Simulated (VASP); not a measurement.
Input:

```
CELL_PARAMETERS angstrom
      3.84380     0.00000     0.00000
      0.00000     3.84380     0.00000
      0.00000     0.00000     3.84380
ATOMIC_POSITIONS crystal
  Sr 0.00000 0.00000 0.00000
  V  0.50000 0.50000 0.50000
  O  0.50000 0.00000 0.50000
  O  0.00000 0.50000 0.50000
  O  0.50000 0.50000 0.00000
```

Calculation: vdW-DF2, VASP's PBE PAW potentials (set 64) (plane waves; VASP). Run with 520 eV cut-off, 8×8×8 Γ-centred mesh, first-order Methfessel-Paxton smearing of 0.10 eV, potentials Sr_sv V_sv O.

Question: Estimate the energy per atom (σ→0), pressure, band gap (on the k-mesh) with the smallest direct gap where there is one.

Answer: 
```
Property                                                     Value
------------------------  ----------------------------------------
band gap (on the k-mesh)  none (metal, semimetal or under 0.01 eV)
energy per atom (σ→0)                               -5.764 eV/atom
pressure                                                 12.18 GPa
```

The absolute energy has meaning only against runs of the same code, potentials and settings.

The compound is SrVO3 in the cubic perovskite structure. This cell is one point of a volume scan, at 0.94 of the reference volume. The run is not spin-polarised, so no magnetic state was tried. The electron count is odd and the run is not spin-polarised, which forces a metal.
